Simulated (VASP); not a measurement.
Calculation: PBE GGA, VASP's PBE PAW potentials (set 64) (plane waves; VASP).

VASP ran on this input.

KPOINTS:
```
K-points
0
Gamma
  4 4 3
0 0 0
```

File POSCAR:
```
CuP
1
    1.9039440000    -5.0312400000     0.0000000000
    1.9039440000     5.0312400000     0.0000000000
    0.0000000000     0.0000000000     3.7521410000
P Cu
2 2
Direct
  0.5640000000   0.4360000000   0.2500000000
  0.4360000000   0.5640000000   0.7500000000
  0.8547500000   0.1452500000   0.2500000000
  0.1452500000   0.8547500000   0.7500000000
```

INCAR:
```
# general
SYSTEM   =  CuP
PREC     =  Accurate
ENCUT    =  400
LREAL    =  F
LASPH    =  T   # aspherical one-centre terms

# electronic loop
EDIFF    =  1E-6   # SCF stop (eV)
NELM     =  100
ALGO     =  Normal
LMAXMIX  =  4

# smearing
ISMEAR   =  0
SIGMA    =  0.05

# functional
GGA      =  PE

# ions
ISIF     =  2

# output
LWAVE    =  F
LCHARG   =  F
```

POTCAR, in this order: P Cu (PBE.64 set). Program: vasp_std.

Output of the run:

File OSZICAR:
```
       N       E                     dE             d eps       ncg     rms          rms(c)
DAV:   1     0.197793713652E+03    0.19779E+03   -0.12070E+04   560   0.163E+03
DAV:   2    -0.276794899930E+01   -0.20056E+03   -0.19396E+03   560   0.330E+02
DAV:   3    -0.169458954726E+02   -0.14178E+02   -0.13114E+02   736   0.107E+02
DAV:   4    -0.178041453473E+02   -0.85825E+00   -0.84344E+00   848   0.229E+01
DAV:   5    -0.178264419008E+02   -0.22297E-01   -0.22248E-01   776   0.332E+00    0.130E+01
DAV:   6    -0.189377472857E+02   -0.11113E+01   -0.39184E+01   684   0.150E+02    0.117E+01
DAV:   7    -0.160292432932E+02    0.29085E+01   -0.10511E+01   692   0.882E+01    0.401E+00
DAV:   8    -0.160258317437E+02    0.34115E-02   -0.22983E+00   876   0.297E+01    0.206E+00
DAV:   9    -0.159874921383E+02    0.38340E-01   -0.33752E-01   876   0.123E+01    0.457E-01
DAV:  10    -0.159891788431E+02   -0.16867E-02   -0.16674E-02   884   0.270E+00    0.317E-01
DAV:  11    -0.159886125510E+02    0.56629E-03   -0.11150E-02   792   0.278E+00    0.172E-01
DAV:  12    -0.159881641740E+02    0.44838E-03   -0.24080E-03   816   0.125E+00    0.157E-02
DAV:  13    -0.159881658086E+02   -0.16346E-05   -0.13514E-04   884   0.882E-02    0.216E-02
DAV:  14    -0.159881672244E+02   -0.14158E-05   -0.55898E-06   684   0.335E-02    0.821E-03
DAV:  15    -0.159881662263E+02    0.99814E-06   -0.22791E-06   460   0.404E-02
   1 F= -.15988166E+02 E0= -.15986934E+02  d E =-.246491E-02
```

**OUTCAR**
```
------------------------ aborting loop because EDIFF is reached ----------------------------------------
  FORCE on cell =-STRESS in cart. coord.  units (eV):
  Direction    XX          YY          ZZ          XY          YZ          ZX
  --------------------------------------------------------------------------------------
  Total       -4.3066991     -6.2114254     -2.5230664      0.0000000      0.0000000      0.0000000
  in kB      -95.9879594   -138.4406093    -56.2342515      0.0000000      0.0000000      0.0000000
  external PRESSURE =     -96.8876068 kB  Pullay stress =       0.0000000 kB
  volume of cell :       71.89
      direct lattice vectors                 reciprocal lattice vectors
     1.903944000 -5.031240000  0.000000000     0.262612766 -0.099379080  0.000000000
     1.903944000  5.031240000  0.000000000     0.262612766  0.099379080  0.000000000
     0.000000000  0.000000000  3.752141000     0.000000000  0.000000000  0.266514505
 POSITION                                       TOTAL-FORCE (eV/Angst)
 -----------------------------------------------------------------------------------
      1.90394     -0.64400      0.93804         0.000000     -0.525788     -0.000000
      1.90394      0.64400      2.81411         0.000000      0.525788     -0.000000
      1.90394     -3.56966      0.93804         0.000000      0.094852      0.000000
      1.90394      3.56966      2.81411         0.000000     -0.094852     -0.000000
 -----------------------------------------------------------------------------------
    total drift:                                0.000000     -0.000000     -0.000000
  FREE ENERGIE OF THE ION-ELECTRON SYSTEM (eV)
  ---------------------------------------------------
  free  energy   TOTEN  =       -15.9881662263 eV

  energy  without entropy=      -15.9857013186  energy(sigma->0) =      -15.98693377
```
(Selected blocks of OUTCAR.)

OUTCAR:
```
 val. band max:        5.2452275968   @ k =   0.2500   0.0000   0.0000

 cond. band min:       5.2933694820   @ k =   0.5000   0.5000   0.0000


 Fermi energy:         5.2637455256

 k-point     1 :       0.0000    0.0000    0.0000
  band No.  band energies     occupation
      1      -8.3422      2.00000
      2      -2.3751      2.00000
      3       0.7333      2.00000
      4       1.0761      2.00000
      5       1.6841      2.00000
      6       2.3951      2.00000
      7       3.0142      2.00000
      8       3.1388      2.00000
      9       3.1685      2.00000
     10       3.1998      2.00000
     11       3.2415      2.00000
     12       3.3063      2.00000
     13       3.3907      2.00000
     14       3.6186      2.00000
     15       4.4651      2.00000
     16       4.6249      2.00000
     17       6.5233      0.00000
     18       6.8236      0.00000
     19       8.1426      0.00000
     20       9.3156      0.00000

 k-point     2 :       0.2500    0.0000    0.0000
  band No.  band energies     occupation
      1      -8.0643      2.00000
      2      -2.2466      2.00000
      3      -0.0548      2.00000
      4       0.7644      2.00000
      5       1.9999      2.00000
      6       2.5401      2.00000
      7       2.8805      2.00000
      8       2.9622      2.00000
      9       3.0368      2.00000
     10       3.1861      2.00000
     11       3.2169      2.00000
     12       3.3990      2.00000
     13       3.4214      2.00000
     14       3.6866      2.00000
     15       3.7418      2.00000
     16       4.8860      2.00000
     17       5.2452      1.39956
     18       8.4453      0.00000
     19       8.4715      0.00000
     20       9.6445      0.00000

 k-point     3 :       0.5000    0.0000    0.0000
  band No.  band energies     occupation
      1      -7.7379      2.00000
      2      -2.1063      2.00000
      3      -0.9913      2.00000
      4       0.7846      2.00000
      5       1.6722      2.00000
...
```

The structure was generated: CuP was put into the CrB type (Cmcm), which need not be its known phase. The cell was not relaxed at this level. The k-mesh is coarse (spacing up to 0.56 per Å, 2π included), so the numbers may not be converged in it. The run is one of a series of settings (KPOINTS 4×4×3 Γ-centred mesh against the base run), some of them coarse on purpose.
